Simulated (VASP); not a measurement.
Level of theory: r2SCAN meta-GGA, VASP's PBE PAW potentials (set 64) (plane waves; VASP).

VASP input:

File POSCAR:
```
HfC(110) slab
1
    3.2770369742     0.0000000000     0.0000000000
    0.0000000000     4.6344307898     0.0000000000
    0.0000000000     0.0000000000    24.8131080091
Hf C
6 6
Direct
  0.0000000000   0.0000000000   0.3403308413
  0.5000000000   0.5000000000   0.3976924332
  0.0000000000   0.0000000000   0.4690472456
  0.5000000000   0.5000000000   0.5309527544
  0.0000000000   0.0000000000   0.6023075668
  0.5000000000   0.5000000000   0.6596691587
  0.5000000000   0.0000000000   0.3972458244
  0.0000000000   0.5000000000   0.3379240177
  0.5000000000   0.0000000000   0.5316742982
  0.0000000000   0.5000000000   0.4683257018
  0.5000000000   0.0000000000   0.6620759823
  0.0000000000   0.5000000000   0.6027541756
```

INCAR:
```
ALGO = Normal
DIPOL = 0.5 0.5 0.5
EDIFF = 1E-6
ENCUT = 450
IDIPOL = 3
ISMEAR = 1
LASPH = .TRUE.
LCHARG = .FALSE.
LDIPOL = .TRUE.
LMAXMIX = 6
LMIXTAU = .TRUE.
LORBIT = 11
LREAL = .FALSE.
LVHAR = .TRUE.
LWAVE = .FALSE.
METAGGA = R2SCAN
NELM = 100
NELMIN = 4
PREC = Normal
SIGMA = 0.1
SYSTEM = HfC(110) slab
```

### KPOINTS
```
Automatic mesh
0
Gamma
8 6 1
0 0 0
```

POTCAR, in this order: Hf_pv C (PBE.64 set). Program: vasp_std. Read from the step before: WAVECAR.

The resulting files:

**OSZICAR**
```
       N       E                     dE             d eps       ncg     rms          rms(c)
DAV:   1    -0.336729452384E+03   -0.33673E+03   -0.32168E-05  1692   0.242E-02    0.669E-03
DAV:   2    -0.336729448605E+03    0.37783E-05   -0.31328E-06  1712   0.958E-03    0.453E-03
DAV:   3    -0.336729449905E+03   -0.12997E-05   -0.78442E-07  1382   0.472E-03    0.256E-03
DAV:   4    -0.336729451266E+03   -0.13607E-05   -0.11849E-06  1322   0.691E-03    0.698E-04
DAV:   5    -0.336729451289E+03   -0.23294E-07   -0.29705E-07  1234   0.321E-03
   1 F= -.33672945E+03 E0= -.33672770E+03  d E =-.526841E-02
```

File OUTCAR:
```
------------------------ aborting loop because EDIFF is reached ----------------------------------------
  FORCE on cell =-STRESS in cart. coord.  units (eV):
  Direction    XX          YY          ZZ          XY          YZ          ZX
  --------------------------------------------------------------------------------------
  Total        8.0584193    -10.5215673     -1.8775959      0.0000000      0.0000000      0.0000000
  in kB       34.2611184    -44.7334211     -7.9827734      0.0000000      0.0000000      0.0000000
  external PRESSURE =      -6.1516920 kB  Pullay stress =       0.0000000 kB
  volume of cell :      376.84
      direct lattice vectors                 reciprocal lattice vectors
     3.277036974  0.000000000  0.000000000     0.305153713  0.000000000  0.000000000
     0.000000000  4.634430790  0.000000000     0.000000000  0.215776229  0.000000000
     0.000000000  0.000000000 24.813108009     0.000000000  0.000000000  0.040301279
 POSITION                                       TOTAL-FORCE (eV/Angst)
 -----------------------------------------------------------------------------------
      0.00000      0.00000      8.44467         0.000000      0.000000      0.050869
      1.63852      2.31722      9.86799         0.000000      0.000000      0.191910
      0.00000      0.00000     11.63852         0.000000      0.000000      0.107856
      1.63852      2.31722     13.17459         0.000000      0.000000     -0.107856
      0.00000      0.00000     14.94512         0.000000      0.000000     -0.191910
      1.63852      2.31722     16.36844         0.000000      0.000000     -0.050869
      1.63852      0.00000      9.85690         0.000000      0.000000     -0.013340
      0.00000      2.31722      8.38495         0.000000      0.000000      0.017105
      1.63852      0.00000     13.19249         0.000000      0.000000     -0.046675
      0.00000      2.31722     11.62062         0.000000      0.000000      0.046675
      1.63852      0.00000     16.42816         0.000000      0.000000     -0.017105
      0.00000      2.31722     14.95620         0.000000      0.000000      0.013340
 -----------------------------------------------------------------------------------
    total drift:                                0.000000      0.000000      0.000000
  FREE ENERGIE OF THE ION-ELECTRON SYSTEM (eV)
  ---------------------------------------------------
  free  energy   TOTEN  =      -336.7294512891 eV

  energy  without entropy=     -336.7241828782  energy(sigma->0) =     -336.72769515

 total charge

# of ion       s       p       d       tot
------------------------------------------
    1        0.344   6.485   1.697   8.526
    2        0.332   6.651   1.683   8.665
    3        0.318   6.630   1.645   8.594
    4        0.318   6.630   1.645   8.594
    5        0.332   6.651   1.683   8.665
    6        0.344   6.485   1.697   8.526
    7        0.890   1.557   0.000   2.447
    8        0.905   1.437   0.000   2.342
    9        0.888   1.523   0.000   2.412
   10        0.888   1.523   0.000   2.412
   11        0.905   1.437   0.000   2.342
   12        0.890   1.557   0.000   2.447
--------------------------------------------------
tot          7.354  48.567  10.049  65.971
```
(Selected blocks of OUTCAR.)

The run did not end as a converged relaxation.  At this cut-off the stress carries a Pulay error, which pulls relaxed volumes low.

The cell is a thin slab with vacuum, built from HfC (rock salt): (110) face.
